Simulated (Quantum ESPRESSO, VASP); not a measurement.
Tm (P6_3/mmc, 2 atoms in the cell) computed with different codes at matched settings

Self-consistent single point, at a second geometry (lattice scaled by 0.98). First geometry:

```
Tm
1.0
    3.54000     0.00000     0.00000
   -1.77000     3.06573     0.00000
    0.00000     0.00000     5.55000
Tm
2
Direct
  0.33333   0.66667   0.25000
  0.66667   0.33333   0.75000
```
Moments meant for the start (each program seeds them in its own way; μB, in the order of the atoms Tm Tm): 2.0 2.0.

Shared settings, as Quantum ESPRESSO writes them: occupations = smearing; smearing = gaussian; degauss = 0.0036749 Ry; nspin = 2; K_POINTS = automatic 7 7 4 0 0 0. Potentials and cutoffs stand in the table.

```tsv
code	model	ΔF from the first geometry (meV/atom)	pressure (GPa)	size of the net moment (μB/atom)	cutoff
Quantum ESPRESSO	PBE, SSSP 1.1.2 efficiency (PBE) pseudopotentials	39.3	4.45	1.16	50 Ry
VASP	PBE, VASP's PBE PAW potentials (set 64)	47.0	3.35	1.14	300 eV
```

For VASP (by 2.0 GPa) the energy change implies a higher mean pressure, against the two pressures, than for the other programs: a sign of finite-basis (Pulay) stress.

On Quantum ESPRESSO's run: spin-orbit coupling is off. The magnetic order is the one reached from the typed start; others were not searched systematically. With U or open f shells several self-consistent states can exist. The f electrons are in the valence without U or exact exchange, which can misplace them near the Fermi level. Spin-orbit terms, which matter for f shells, are left out.

The spread over the programs that give each value: ΔF from the first geometry within 7.7 meV/atom; pressure within 1.10 GPa; size of the net moment within 0.02 μB/atom.

VASP's run is marked for a possible Pulay error in its stress at this cutoff; no cutoff test was made.

The starting cell has typed, rounded lattice constants, without a prior relaxation at this level. For this run, on top of that: lattice scaled by 0.98.

Left out of this page: Ansatz (unsound by tests on forces, stress, charge or solver warnings).
